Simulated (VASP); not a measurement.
Input for VASP

**INCAR**
```
# general
SYSTEM  = WS
PREC    = Accurate
ENCUT   = 400   # plane-wave cut-off (eV)
LREAL   = .False.
LASPH   = .True.

# electronic loop
EDIFF   = 1E-6   # SCF stop (eV)
NELM    = 100
ALGO    = Normal
LMAXMIX = 6

# smearing
ISMEAR  = 1   # Methfessel-Paxton
SIGMA   = 0.1

# functional
GGA     = PE

# ions
IBRION  = 2   # conjugate gradients
NSW     = 60   # most ionic steps
ISIF    = 3   # ions, shape and volume
EDIFFG  = -0.01

# output
LWAVE   = .False.
LCHARG  = .False.
```

File KPOINTS:
```
Automatic mesh
0
Gamma
11 11 11
0 0 0
```

File POSCAR:
```
WS
1
    0.0000000000     2.4776477282     2.4776477282
    2.4776477282    -0.0000000000     2.4776477282
    2.4776477282     2.4776477282    -0.0000000000
W S
1 1
Direct
  0.0000000000   0.0000000000   0.0000000000
  0.5000000000   0.5000000000   0.5000000000
```

POTCAR, in this order: W_sv S (PBE.64 set). Program: vasp_std.

Task: Write an equivalent input for Quantum ESPRESSO's pw.x.

Result: One equivalent input (not run):
```
&CONTROL
  calculation = 'vc-relax'
  pseudo_dir = './pseudo'
  outdir = './out'
  tprnfor = .true.
  tstress = .true.
  nstep = 60
  forc_conv_thr = 0.00039
/
&SYSTEM
  ibrav = 0
  nat = 2
  ntyp = 2
  ecutwfc = 74
  occupations = 'smearing'
  smearing = 'methfessel-paxton'
  degauss = 0.00735
  input_dft = 'pbe'
/
&ELECTRONS
  conv_thr = 7.3e-08
  electron_maxstep = 100
/
&IONS
/
&CELL
/
ATOMIC_SPECIES
  W 183.840 W.upf
  S 32.060 S.upf
CELL_PARAMETERS angstrom
     0.0000000    2.4776477    2.4776477
     2.4776477   -0.0000000    2.4776477
     2.4776477    2.4776477   -0.0000000
ATOMIC_POSITIONS crystal
  W    0.0000000  0.0000000  0.0000000
  S    0.5000000  0.5000000  0.5000000
K_POINTS automatic
  11 11 11 0 0 0
```
Limits of the translation: the potentials are each code's own (VASP's PAW set, PseudoDojo norm-conserving files in pw.x), so ENCUT and ecutwfc are chosen apart and not converted; conv_thr bounds pw.x's estimated SCF error, while EDIFF bounds the energy change between steps; forc_conv_thr acts on force components and is met together with etot_conv_thr.

The structure was generated: WS was put into the rock salt type (Fm-3m), which need not be its known phase. This run relaxes it. Symmetry was kept, so distortions that lower it aren't found. The start is the result of an earlier pass.
